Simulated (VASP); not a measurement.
Method: r2SCAN+rVV10, VASP's PBE PAW potentials (set 64) (plane waves; VASP 6.6.1).

VASP input:

### KPOINTS
```
Automatic mesh
0
Gamma
12 12 10
0 0 0
```

**INCAR**
```
SIGMA=0.1   # width (eV)
LMIXTAU=T
METAGGA=R2SCAN
LUSE_VDW=T
IBRION=2
ISIF=4   # ions and shape, fixed volume
ENCUT=520   # plane-wave cut-off (eV)
LCHARG=F
EDIFF=1E-7
LASPH=T   # aspherical one-centre terms
ISMEAR=1
NELM=100
EDIFFG=-0.01   # ionic stop
LWAVE=F
LMAXMIX=4
CPARAM=0.0093
NSW=30
SYSTEM=TiB2
BPARAM=11.95
LREAL=F
PREC=Accurate
ALGO=Normal   # blocked Davidson
```

File POSCAR:
```
TiB2
1.0
  1.4966138987  -2.5922113381   0.0000000000
  1.4966138987   2.5922113381   0.0000000000
  0.0000000000   0.0000000000   3.1905309427
Ti B
1 2
Direct
  0.0000000000   0.0000000000   0.0000000000
  0.3333330000   0.6666670000   0.5000000000
  0.6666670000   0.3333330000   0.5000000000
```

POTCAR, in this order: Ti_sv B (PBE.64 set). Program: vasp_std.

The resulting files:

### OSZICAR
```
       N       E                     dE             d eps       ncg     rms          rms(c)
DAV:   1     0.123511303459E+03    0.12351E+03   -0.96193E+03  2972   0.163E+03
DAV:   2    -0.293259052113E+02   -0.15284E+03   -0.14899E+03  3064   0.407E+02
DAV:   3    -0.389444154954E+02   -0.96185E+01   -0.94980E+01  4386   0.980E+01
DAV:   4    -0.392516500902E+02   -0.30723E+00   -0.30688E+00  3808   0.161E+01
DAV:   5    -0.392614615338E+02   -0.98114E-02   -0.98096E-02  4394   0.256E+00    0.188E+01
DAV:   6    -0.305882514529E+02    0.86732E+01   -0.25408E+01  4080   0.742E+01    0.342E+00
DAV:   7    -0.306188771915E+02   -0.30626E-01   -0.16121E+00  3197   0.156E+01    0.320E+00
DAV:   8    -0.305680151969E+02    0.50862E-01   -0.66118E-01  3394   0.106E+01    0.124E+00
DAV:   9    -0.305299479247E+02    0.38067E-01   -0.91322E-01  3424   0.136E+01    0.123E+00
DAV:  10    -0.306841792581E+02   -0.15423E+00   -0.25365E-01  3617   0.549E+00    0.375E-01
DAV:  11    -0.306857837526E+02   -0.16045E-02   -0.56106E-03  3134   0.930E-01    0.334E-01
DAV:  12    -0.306856757537E+02    0.10800E-03   -0.11933E-03  3384   0.399E-01    0.881E-02
DAV:  13    -0.306851775117E+02    0.49824E-03   -0.21917E-03  3490   0.433E-01    0.435E-02
DAV:  14    -0.306853561789E+02   -0.17867E-03   -0.22160E-04  3468   0.207E-01    0.595E-02
DAV:  15    -0.306854863069E+02   -0.13013E-03   -0.45084E-04  3169   0.267E-01    0.394E-02
DAV:  16    -0.306855354590E+02   -0.49152E-04   -0.38830E-05  3171   0.976E-02    0.983E-03
DAV:  17    -0.306855467322E+02   -0.11273E-04   -0.10763E-05  3249   0.380E-02    0.128E-02
DAV:  18    -0.306855479389E+02   -0.12067E-05   -0.84411E-06  3995   0.410E-02    0.407E-03
DAV:  19    -0.306855476881E+02    0.25078E-06   -0.34127E-07  3444   0.689E-03    0.312E-03
DAV:  20    -0.306855471206E+02    0.56752E-06   -0.10375E-07  1645   0.343E-03    0.205E-03
DAV:  21    -0.306855472818E+02   -0.16117E-06   -0.66428E-08  1522   0.305E-03    0.946E-04
DAV:  22    -0.306855470022E+02    0.27960E-06   -0.13404E-08  1522   0.159E-03    0.465E-04
DAV:  23    -0.306855470432E+02   -0.41055E-07   -0.25504E-09  1507   0.714E-04
   1 F= -.30685547E+02 E0= -.30685406E+02  d E =-.306855E+02
       N       E                     dE             d eps       ncg     rms          rms(c)
DAV:   1    -0.306871126230E+02   -0.15656E-02   -0.76608E-02  3214   0.462E+00    0.268E-01
DAV:   2    -0.306863956400E+02    0.71698E-03   -0.42677E-03  3069   0.679E-01    0.157E-01
DAV:   3    -0.306861592052E+02    0.23643E-03   -0.37921E-04  3614   0.302E-01    0.441E-02
DAV:   4    -0.306860928876E+02    0.66318E-04   -0.13412E-04  3099   0.132E-01    0.668E-03
DAV:   5    -0.306861030518E+02   -0.10164E-04   -0.33926E-05  3059   0.743E-02    0.469E-03
DAV:   6    -0.306860905556E+02    0.12496E-04   -0.77357E-06  2994   0.419E-02    0.114E-03
DAV:   7    -0.306860926199E+02   -0.20642E-05   -0.10630E-06  3244   0.151E-02    0.973E-04
DAV:   8    -0.306860916806E+02    0.93927E-06   -0.88123E-08  2112   0.435E-03    0.454E-04
DAV:   9    -0.306860917962E+02   -0.11558E-06   -0.19813E-08  1527   0.184E-03    0.195E-04
DAV:  10    -0.306860913005E+02    0.49565E-06   -0.13108E-08  1502   0.194E-03    0.834E-05
DAV:  11    -0.306860915157E+02   -0.21523E-06   -0.26163E-09  1487   0.772E-04    0.161E-05
DAV:  12    -0.306860914954E+02    0.20315E-07   -0.36924E-10  1482   0.250E-04
   2 F= -.30686091E+02 E0= -.30685932E+02  d E =-.544452E-03
```

### OUTCAR
```
------------------------ aborting loop because EDIFF is reached ----------------------------------------
  FORCE on cell =-STRESS in cart. coord.  units (eV):
  Direction    XX          YY          ZZ          XY          YZ          ZX
  --------------------------------------------------------------------------------------
  Total        1.3011811      1.3011811      1.3324074      0.0000000      0.0000000      0.0000000
  in kB       84.2122318     84.2122336     86.2331952      0.0000000      0.0000000      0.0000000
  external PRESSURE =      84.8858869 kB  Pullay stress =       0.0000000 kB
  volume of cell :       24.76
      direct lattice vectors                 reciprocal lattice vectors
     1.499322149 -2.596902167 -0.000000000     0.333484035 -0.192537095 -0.000000000
     1.499322149  2.596902167  0.000000000     0.333484035  0.192537095  0.000000000
     0.000000000 -0.000000000  3.179015134     0.000000000 -0.000000000  0.314562831
 POSITION                                       TOTAL-FORCE (eV/Angst)
 -----------------------------------------------------------------------------------
      0.00000      0.00000      0.00000        -0.000000      0.000000     -0.000000
      1.49932      0.86564      1.58951         0.000000     -0.000000      0.000000
      1.49932     -0.86564      1.58951        -0.000000      0.000000     -0.000000
 -----------------------------------------------------------------------------------
    total drift:                                0.000000     -0.000000      0.000000
  FREE ENERGIE OF THE ION-ELECTRON SYSTEM (eV)
  ---------------------------------------------------
  free  energy   TOTEN  =       -30.6860914954 eV

  energy  without entropy=      -30.6856128751  energy(sigma->0) =      -30.68593196

 reached required accuracy - stopping structural energy minimisation
```
(Selected blocks of OUTCAR.)

File CONTCAR:
```
TiB2
   1.00000000000000
     1.4993221490686879   -2.5969021666151670   -0.0000000000000000
     1.4993221490686879    2.5969021666151670    0.0000000000000000
     0.0000000000000000   -0.0000000000000000    3.1790151336861006
  Ti              B
     1     2
Direct
     0.0000000000000000    0.0000000000000000    0.0000000000000000
     0.3333330000000032    0.6666669999999968    0.5000000000000000
     0.6666669999999968    0.3333330000000032    0.5000000000000000
```

**OUTCAR**
```
 val. band max:       10.5492798022   @ k =   0.0833   0.0000   0.3000

 cond. band min:      10.5987450312   @ k =   0.1667   0.1667   0.2000


 Fermi energy:        10.5499371099

 k-point     1 :       0.0000    0.0000    0.0000
  band No.  band energies     occupation
      1     -48.7402      2.00000
      2     -24.0616      2.00000
      3     -23.7178      2.00000
      4     -23.7177      2.00000
      5      -4.1493      2.00000
      6       7.6467      2.00000
      7       7.6468      2.00000
      8       7.9813      2.00000
      9       8.2630      2.00000
     10      12.6378      0.00000
     11      12.6378      0.00000
     12      14.6141      0.00000
     13      14.6142      0.00000

 k-point     2 :       0.0833    0.0000    0.0000
  band No.  band energies     occupation
      1     -48.7359      2.00000
      2     -24.0561      2.00000
      3     -23.7508      2.00000
      4     -23.7251      2.00000
      5      -4.0043      2.00000
      6       7.2199      2.00000
      7       7.6190      2.00000
      8       7.8663      2.00000
      9       8.3337      2.00000
     10      12.5932      0.00000
     11      12.8833      0.00000
     12      14.0037      0.00000
     13      14.1027      0.00000

 k-point     3 :       0.1667    0.0000    0.0000
  band No.  band energies     occupation
      1     -48.7239      2.00000
      2     -24.0407      2.00000
      3     -23.8402      2.00000
      4     -23.7452      2.00000
      5      -3.5781      2.00000
      6       6.1346      2.00000
      7       7.5226      2.00000
      8       7.6065      2.00000
      9       8.4910      2.00000
     10      12.4736     -0.00000
     11      13.1774      0.00000
     12      13.4826      0.00000
     13      13.5159      0.00000

 k-point     4 :       0.2500    0.0000    0.0000
  band No.  band energies     occupation
      1     -48.7074      2.00000
      2     -24.0198      2.00000
      3     -23.9605      2.00000
...
```

The compound is TiB2 in the AlB2 type structure. This cell is one point of a volume scan, at 0.97 of the reference volume. Symmetry was kept, so distortions that lower it aren't found.
